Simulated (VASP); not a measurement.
# C2BrH5 in VASP: a series of runs

Aim: see how the results for C2BrH5 move with the level of theory and the settings. Levels: PBE, HSE06+TS, r2SCAN, BLYP+D3(BJ). Tasks: electron localisation function, single point, relaxation of the atoms.

Everything below comes from runs of VASP 6.6.1. Logs are shortened: lines on timing, memory, paths and dates and some standing lists are left out, and cuts for length are marked.

## 1. The molecule as given

The cell holds a molecule in a box, 8 atoms: a = 13.000 Å, b = 12.000 Å, c = 12.000 Å, α = 90.00°, β = 90.00°, γ = 90.00°.

## 2. Electron localisation function, PBE

INCAR

```
ALGO     = Fast           # electronic algorithm
EDIFF    = 1E-7           # SCF threshold, eV
ENCUT    = 520            # plane-wave cutoff, eV
GGA      = PE             # functional
ISIF     = 2              # what is computed and relaxed
ISMEAR   = 0              # smearing method
LASPH    = T              # aspherical terms in the spheres
LCHARG   = T              # write CHGCAR
LELF     = T              # ELF
LREAL    = F              # projectors in reciprocal space
LWAVE    = F              # write WAVECAR
NELM     = 100            # most SCF steps
PREC     = Accurate       # precision mode
SIGMA    = 0.01           # smearing width, eV
```

KPOINTS

```
k-points
0
Gamma
  1 1 1
```

POSCAR

```
H5C2Br
1.0
   13.0000000000      0.0000000000      0.0000000000
    0.0000000000     12.0000000000      0.0000000000
    0.0000000000      0.0000000000     12.0000000000
C Br H
2 1 5
Direct
    0.4453653800      0.5530500000      0.4791458300
    0.4970653800      0.4506083300      0.5250875000
    0.6317961500      0.4852583300      0.5875791700
    0.3702038500      0.5302416700      0.4449375000
    0.4909038500      0.5905750000      0.4126541700
    0.4335423100      0.6154833300      0.5439625000
    0.5113576900      0.3880166700      0.4613375000
    0.4538423100      0.4129916700      0.5930125000
```

Potentials or basis: VASP PAW PBE potentials, release 64 (C, Br, H).

The run is started by

```
> cat potpaw_PBE.64/C/POTCAR potpaw_PBE.64/Br/POTCAR potpaw_PBE.64/H/POTCAR > POTCAR
> mpirun -np 1 vasp_gam > vasp.out
```

OUTCAR:

```text
EDIFF = 1E-7
   ENCUT = 520
   GGA = PE
   ISIF = 2
   ISMEAR = 0
   LASPH = T
   LREAL = F
   NELM = 100
   PREC = Accurate

 ion  position               nearest neighbor table
   1  0.445  0.553  0.479-   5 1.09   6 1.09   4 1.09   2 1.51
   2  0.497  0.451  0.525-   8 1.09   7 1.09   1 1.51   3 1.95
   3  0.632  0.485  0.588-   2 1.95
   4  0.370  0.530  0.445-   1 1.09
   5  0.491  0.591  0.413-   1 1.09
   6  0.434  0.615  0.544-   1 1.09
   7  0.511  0.388  0.461-   2 1.09
   8  0.454  0.413  0.593-   2 1.09

  LATTYP: Found a simple tetragonal cell.
 ALAT       =    12.0000000000
 C/A-ratio  =     1.0833333333

  Lattice vectors:

 A1 = (   0.0000000000,  12.0000000000,   0.0000000000)
 A2 = (   0.0000000000,   0.0000000000,  12.0000000000)
 A3 = (  13.0000000000,   0.0000000000,   0.0000000000)

Analysis of symmetry for initial positions (statically):
=====================================================================
 Subroutine PRICEL returns:
 Original cell was already a primitive cell.

 Routine SETGRP: Setting up the symmetry group for a
 simple tetragonal supercell.

 Subroutine GETGRP returns: Found  1 space group operations
 (whereof  1 operations were pure point group operations)
 out of a pool of 16 trial point group operations.

The static configuration has the point symmetry C_1 .

Analysis of symmetry for dynamics (positions and initial velocities):
=====================================================================
 Subroutine PRICEL returns:
 Original cell was already a primitive cell.

 Routine SETGRP: Setting up the symmetry group for a
 simple tetragonal supercell.

 Subroutine GETGRP returns: Found  1 space group operations
 (whereof  1 operations were pure point group operations)
 out of a pool of 16 trial point group operations.

The dynamic configuration has the point symmetry C_1 .

 Subroutine INISYM returns: Found  1 space group operations
 (whereof  1 operations are pure point group operations),
 and found     1 'primitive' translations

----------------------------------------------------------------------------------------

                                     Primitive cell

  volume of cell :    1872.0000

  direct lattice vectors                    reciprocal lattice vectors
    13.000000000  0.000000000  0.000000000     0.076923077  0.000000000  0.000000000
     0.000000000 12.000000000  0.000000000     0.000000000  0.083333333  0.000000000
[... 85 lines left out ...]
   NUPDOWN=      -1.0000    fix difference up-down
   EMIN   =  10.00;   EMAX   =-10.00  energy-range for DOS
   EFERMI =   0.00;   METHOD = LEGACY
   ISMEAR =     0;   SIGMA  =   0.01  broadening in eV -4-tet -1-fermi 0-gaus
   EFERMI_NEDOS =   21; number of points for ismear=-14 and -15
   IALGO  =     68    algorithm
   IMIX   =      4    mixing-type and parameters
     AMIX     =   0.40;   BMIX     =  1.00
     AMIX_MAG =   1.60;   BMIX_MAG =  1.00
  volume/ion in A,a.u.               =     234.00      1579.11
  Fermi-wavevector in a.u.,A,eV,Ry     =   0.360564  0.681368  1.768849  0.130007
  Thomas-Fermi vector in A             =   1.280399
   LORBIT       =      0    0 simple, 1 ext, 2 COOP (PROOUT), +10 PAW based schemes
   GGA     = PE    functional components
   LHFCALC =     F    Hartree Fock is set to
   AEXX    =    0.0000 exact exchange contribution
   IVDW    =     0    specifies the selected vdW correction
   LEPSILON=     F    determine dielectric tensor
   LRPA    =     F    only Hartree local field effects (RPA)
 non-spin polarized calculation
 RMM-DIIS sequential band-by-band and
 Gauss-broadening in eV      SIGMA  =   0.01
  energy-cutoff  :      520.00
  volume of cell :     1872.00
 maximum number of plane-waves:     25235
 NGX is ok and might be reduce to    98
   NGX = 49   NGY = 45   NGZ = 45

 number of electron      19.9999999 magnetization

 Free energy of the ion-electron system (eV)
  ---------------------------------------------------
  ext. energy  EPLUGINS =         0.00000000
  ---------------------------------------------------
  free energy    TOTEN  =       -38.41947031 eV

  energy without entropy =      -38.41947031  energy(sigma->0) =      -38.41947031

 E-fermi :  -6.2639     XC(G=0):  -0.7358

 val. band max:       -6.3212029357   @ k =   0.0000   0.0000   0.0000
 cond. band min:      -0.8749909493   @ k =   0.0000   0.0000   0.0000
 fundamental gap:      5.4462119864
 Fermi energy:        -6.2639455190

 k-point     1 :       0.0000    0.0000    0.0000
  band No.  band energies     occupation
      1     -20.5203      2.00000
      2     -18.2049      2.00000
      3     -15.0777      2.00000
      4     -11.4010      2.00000
      5     -10.7462      2.00000
      6      -9.7319      2.00000
      7      -8.8062      2.00000
      8      -8.4525      2.00000
      9      -6.3623      2.00000
     10      -6.3212      2.00000
     11      -0.8750      0.00000
     12      -0.4489      0.00000
     13       0.3896      0.00000
     14       0.4905      0.00000
     15       0.5404      0.00000

------------------------ aborting loop because EDIFF is reached ----------------------------------------

  FORCE on cell =-STRESS in cart. coord.  units (eV):
  Direction    XX          YY          ZZ          XY          YZ          ZX
  --------------------------------------------------------------------------------------
  -------------------------------------------------------------------------------------
  Total        0.9664271      0.5740164      0.6446729      0.0599366      0.0269663      0.1856701
  in kB        0.8271301      0.4912800      0.5517523      0.0512976      0.0230795      0.1589083
  external PRESSURE =       0.6233875 kB  Pullay stress =       0.0000000 kB

 VOLUME and BASIS-vectors are now :
 -----------------------------------------------------------------------------
  energy-cutoff  :      520.00
  volume of cell :     1872.00
      direct lattice vectors                 reciprocal lattice vectors
    13.000000000  0.000000000  0.000000000     0.076923077  0.000000000  0.000000000
     0.000000000 12.000000000  0.000000000     0.000000000  0.083333333  0.000000000
     0.000000000  0.000000000 12.000000000     0.000000000  0.000000000  0.083333333

 POSITION                                       TOTAL-FORCE (eV/Angst)
 -----------------------------------------------------------------------------------
      5.78975      6.63660      5.74975        -0.000517      0.009982     -0.002170
      6.46185      5.40730      6.30105        -0.144816     -0.018466     -0.066482
      8.21335      5.82310      7.05095         0.356024      0.061632      0.157673
      4.81265      6.36290      5.33925        -0.205318     -0.044050     -0.088328
      6.38175      7.08690      4.95185         0.106493      0.101707     -0.169235
      5.63605      7.38580      6.52755        -0.044627      0.162054      0.148437
      6.64765      4.65620      5.53605         0.046164     -0.168343     -0.157816
      5.89995      4.95590      7.11615        -0.113403     -0.104517      0.177921
 -----------------------------------------------------------------------------------
    total drift:                               -0.000080      0.000081     -0.000288

  FREE ENERGIE OF THE ION-ELECTRON SYSTEM (eV)
  ---------------------------------------------------
  free  energy   TOTEN  =       -38.4194703082 eV

  energy  without entropy=      -38.4194703082  energy(sigma->0) =      -38.41947031
```

stdout:

```text
POSCAR found type information on POSCAR C BrH
 POSCAR found :  3 types and       8 ions
 scaLAPACK will be used
 LDA part: xc-table for (Slater+PW92), standard interpolation
 POSCAR, INCAR and KPOINTS ok, starting setup
 FFT: planning ... GRIDC
 FFT: planning ... GRID_SOFT
 FFT: planning ... GRID
 WAVECAR not read
 entering main loop
```

It took 86 s on 1 thread of Intel Xeon 6975P-C (Granite Rapids), shared host; peak memory 1.4 GiB.

Results:

| Quantity | Value |
| --- | --- |
| Free energy | -38.4195 eV |
| Largest force | 0.394 eV/Å |
| Gap between the frontier levels | 5.45 eV |

Forces in eV/Å, atoms in the order of the input:
```
C   -0.001  0.010 -0.002
C   -0.145 -0.018 -0.066
Br   0.356  0.062  0.158
H   -0.205 -0.044 -0.088
H    0.106  0.102 -0.169
H   -0.045  0.162  0.148
H    0.046 -0.168 -0.158
H   -0.113 -0.105  0.178
```

## 3. Single point, HSE06+TS

POSCAR

```
H5C2Br
1.0
   13.0000000000      0.0000000000      0.0000000000
    0.0000000000     12.0000000000      0.0000000000
    0.0000000000      0.0000000000     12.0000000000
C Br H
2 1 5
Cartesian
    5.7897499400      6.6366000000      5.7497499600
    6.4618499400      5.4072999600      6.3010500000
    8.2133499500      5.8230999600      7.0509500400
    4.8126500500      6.3629000400      5.3392500000
    6.3817500500      7.0869000000      4.9518500400
    5.6360500300      7.3857999600      6.5275500000
    6.6476499700      4.6562000400      5.5360500000
    5.8999500300      4.9559000400      7.1161500000
```

INCAR.step1

```
SYSTEM = H5C2Br
PREC = Accurate
ENCUT = 520
EDIFF = 1E-5
ISMEAR = 0
SIGMA = 0.01
LREAL = .False.
LASPH = .True.
NELM = 80
ALGO = Normal
ISIF = 2
LWAVE = .True.
LCHARG = .False.
NBANDS = 20
GGA = PE
```

INCAR.step2

```
SYSTEM = H5C2Br
PREC = Accurate
ENCUT = 520
EDIFF = 1E-7
ISMEAR = 0
SIGMA = 0.01
LREAL = .False.
LASPH = .True.
NELM = 80
ALGO = Normal
ISIF = 2
LWAVE = .False.
LCHARG = .False.
GGA = PE
LHFCALC = .True.
HFSCREEN = 0.2
PRECFOCK = Fast
IVDW = 2
NBANDS = 20
ISTART = 1
```

KPOINTS

```
regular mesh
0
Gamma
  1 1 1
  0 0 0
```

Potentials or basis: VASP PAW PBE potentials, release 64 (C, Br, H).

The run is started by

```
> cat potpaw_PBE.64/C/POTCAR potpaw_PBE.64/Br/POTCAR potpaw_PBE.64/H/POTCAR > POTCAR
> cp INCAR.step1 INCAR
> mpirun -np 1 vasp_gam > vasp.out
> cp INCAR.step2 INCAR
> mpirun -np 1 vasp_gam > vasp.out
```

Wall time 7.5 min (1 thread of Intel Xeon 6975P-C (Granite Rapids), shared host); peak memory 1.5 GiB.

Results (log left out):

```yaml
Free_energy: -44.7372 eV
Largest_force: 0.038 eV/Å
Gap_between_the_frontier_levels: 6.83 eV
Hirshfeld_charges: C -0.12, -0.04; Br -0.07; H +0.05, +0.04 e
Dispersion_energy_per_atom: -0.003 eV
```

Forces on the atoms (eV/Å):
```
C   -0.005  0.034 -0.006
C   -0.018 -0.033 -0.002
Br  -0.004 -0.015  0.004
H    0.006  0.007  0.000
H   -0.019 -0.002  0.006
H   -0.004 -0.001 -0.015
H    0.016  0.006  0.011
H    0.027  0.004  0.000
```

Levels at points of the mesh, in eV from the valence-band top:
| k point | band 7 | band 8 | band 9 | band 10 | band 11 | band 12 | band 13 | band 14 |
| --- | --- | --- | --- | --- | --- | --- | --- | --- |
| (0.00, 0.00, 0.00) | -2.69 | -2.12 | -0.04 | 0.00 | 6.83 | 7.02 | 7.78 | 7.86 |

Caveat: the PAW data sets were made with another functional, which shifts forces and pressure a little.

## 4. Relaxation of the atoms, r2SCAN

INCAR

```
PREC = Accurate ; ENCUT = 520
EDIFF = 1E-7 ; ISMEAR = 0
SIGMA = 0.01 ; LREAL = False
LASPH = True ; NELM = 80
ALGO = Normal ; ISIF = 2
LWAVE = False ; LCHARG = False
METAGGA = R2SCAN ; LMIXTAU = True
IBRION = 2 ; NSW = 40
EDIFFG = -0.01
```

KPOINTS

```
regular mesh
0
Gamma
  1 1 1
```

POSCAR

```
H5C2Br
1.0
   13.0000000000      0.0000000000      0.0000000000
    0.0000000000     12.0000000000      0.0000000000
    0.0000000000      0.0000000000     12.0000000000
C Br H
2 1 5
Direct
    0.4453653800      0.5530500000      0.4791458300
    0.4970653800      0.4506083300      0.5250875000
    0.6317961500      0.4852583300      0.5875791700
    0.3702038500      0.5302416700      0.4449375000
    0.4909038500      0.5905750000      0.4126541700
    0.4335423100      0.6154833300      0.5439625000
    0.5113576900      0.3880166700      0.4613375000
    0.4538423100      0.4129916700      0.5930125000
```

The run is started by

```
> cat potpaw_PBE.64/C/POTCAR potpaw_PBE.64/Br/POTCAR potpaw_PBE.64/H/POTCAR > POTCAR
> mpirun -np 1 vasp_gam > vasp.out
```

Wall time 26 min (1 thread of Intel Xeon 6975P-C (Granite Rapids), shared host); peak memory 1.8 GiB.

The run converged. Its results:

- Free energy: -51.7416 eV
- Energy gained by relaxing: 0.3 meV/atom
- Ionic steps: 12
- Largest force after relaxing: 0.010 eV/Å
- Gap between the frontier levels: 5.98 eV

Forces on the atoms (eV/Å):
```
C    0.008  0.000  0.005
C   -0.003 -0.002 -0.002
Br  -0.003 -0.001  0.000
H   -0.008 -0.005 -0.003
H    0.005  0.002 -0.005
H    0.000  0.004  0.005
H    0.001  0.001  0.002
H    0.001 -0.001 -0.001
```

The path:
```
step  energy change (eV)  largest force (eV/Å)  pressure (GPa)
   1              0.0000                0.2671            0.01
   2             -0.0007                0.3359            0.00
   3             -0.0019                0.1117            0.00
   4             -0.0017                0.2068           -0.01
   5             -0.0023                0.0363            0.00
   6             -0.0024                0.0315           -0.01
   7             -0.0024                0.0240           -0.01
   8             -0.0024                0.0193           -0.01
   9             -0.0024                0.0138           -0.01
  10             -0.0024                0.0111           -0.01
  11             -0.0024                0.0186           -0.01
  12             -0.0024                0.0099           -0.01
```

Final structure:
```
C Br H
1.0
    13.00000    0.00000    0.00000
     0.00000   12.00000    0.00000
     0.00000    0.00000   12.00000
C Br H
2 1 5
Direct
  0.44521 0.55327 0.47902
  0.49658 0.45031 0.52489
  0.63250 0.48525 0.58799
  0.37003 0.53054 0.44479
  0.49084 0.59063 0.41256
  0.43345 0.61556 0.54394
  0.51157 0.38782 0.46125
  0.45389 0.41285 0.59327
```

Levels at points of the mesh, in eV from the valence-band top:
| k point | band 6 | band 7 | band 8 | band 9 | band 10 | band 11 | band 12 | band 13 | band 14 | band 15 |
| --- | --- | --- | --- | --- | --- | --- | --- | --- | --- | --- |
| (0.00, 0.00, 0.00) | -3.50 | -2.59 | -2.13 | -0.04 | 0.00 | 5.98 | 6.64 | 7.53 | 7.56 | 7.64 |

Caveat: the PAW data sets were made with another functional, which shifts forces and pressure a little.

## 5. Single point, BLYP+D3(BJ)

INCAR

```
SYSTEM = H5C2Br
AGGAC = 1.0 ; AGGAX = 1.0
ALDAC = 0.0 ; ALDAX = 1.0
ALGO = Fast ; EDIFF = 1E-6
ENCUT = 520 ; GGA = B5
ISIF = 2 ; ISMEAR = 0
IVDW = 12 ; LASPH = .True.
LCHARG = .True. ; LELF = .True.
LREAL = .False. ; LVACPOTAV = .True.
LVHAR = .True. ; LWAVE = .False.
NBANDS = 20 ; NELM = 60
PREC = Accurate ; SIGMA = 0.01
VDW_A1 = 0.4298 ; VDW_A2 = 4.2359
VDW_S6 = 1.0 ; VDW_S8 = 2.6996
```

KPOINTS

```
k-points
0
Gamma
  1 1 1
  0 0 0
```

POSCAR

```
H5C2Br
1.0
   13.0000000000      0.0000000000      0.0000000000
    0.0000000000     12.0000000000      0.0000000000
    0.0000000000      0.0000000000     12.0000000000
C Br H
2 1 5
Cartesian
    5.7897499400      6.6366000000      5.7497499600
    6.4618499400      5.4072999600      6.3010500000
    8.2133499500      5.8230999600      7.0509500400
    4.8126500500      6.3629000400      5.3392500000
    6.3817500500      7.0869000000      4.9518500400
    5.6360500300      7.3857999600      6.5275500000
    6.6476499700      4.6562000400      5.5360500000
    5.8999500300      4.9559000400      7.1161500000
```

The run is started by

```
> cat potpaw_PBE.64/C/POTCAR potpaw_PBE.64/Br/POTCAR potpaw_PBE.64/H/POTCAR > POTCAR
> mpirun -np 1 vasp_gam > vasp.out
```

Run time: 3.7 min. Hardware: 1 thread of Intel Xeon 6975P-C (Granite Rapids), shared host; peak memory 1.4 GiB.

The run converged. Its results:

```yaml
Free_energy: -37.3964 eV
Largest_force: 0.823 eV/Å
Gap_between_the_frontier_levels: 5.37 eV
Dispersion_energy_per_atom: -0.038 eV
```

Forces in eV/Å, atoms in the order of the input:
```
C   -0.137  0.219 -0.107
C   -0.430 -0.370 -0.135
Br   0.742  0.146  0.324
H   -0.143 -0.022 -0.063
H    0.062  0.071 -0.109
H   -0.033  0.108  0.089
H    0.009 -0.092 -0.082
H   -0.070 -0.060  0.083
```

Levels at points of the mesh, in eV from the valence-band top:
| k point | band 8 | band 9 | band 10 | band 11 | band 12 | band 13 |
| --- | --- | --- | --- | --- | --- | --- |
| (0.00, 0.00, 0.00) | -2.16 | -0.04 | 0.00 | 5.37 | 5.78 | 6.61 |

Caveat: the PAW data sets were made with another functional, which shifts forces and pressure a little.

## 6. For comparison

An earlier run on the cell as given: functional PBE; potentials or basis VASP PAW PBE potentials, release 64 (C, Br, H); cutoff 520 eV; k mesh 1 × 1 × 1; occupations gaussian, width 0.01 eV; no spin polarisation.

* Largest force: 0.394 eV/Å
* Gap between the frontier levels: 5.45 eV

## 7. Overview

```csv
task,level,cell,grid for exact exchange (PRECFOCK),screening parameter,gap on the mesh (eV),largest force (eV/Å)
electron localisation function,PBE,as given,-,-,5.45,0.39
single point,HSE06+TS,as given,Fast,0.2 1/A,6.83,0.04
relaxation of the atoms,r2SCAN,atoms relaxed,-,-,5.98,0.01
single point,BLYP+D3(BJ),as given,-,-,5.37,0.82
single point,PBE,as given,-,-,5.45,0.39
```

Alike in all rows: potentials or basis VASP PAW PBE potentials, release 64 (C, Br, H); no spin polarisation; k mesh 1 × 1 × 1; cutoff (eV) 520; smearing gaussian 0.01 eV.

On the cell as given the gap runs from 5.37 eV (BLYP+D3(BJ)) to 6.83 eV (HSE06+TS).

Caveats: the PAW data sets were made with another functional, which shifts forces and pressure a little (some runs).

Total energies depend on the potentials used, so only differences within one code and one set of settings carry meaning.
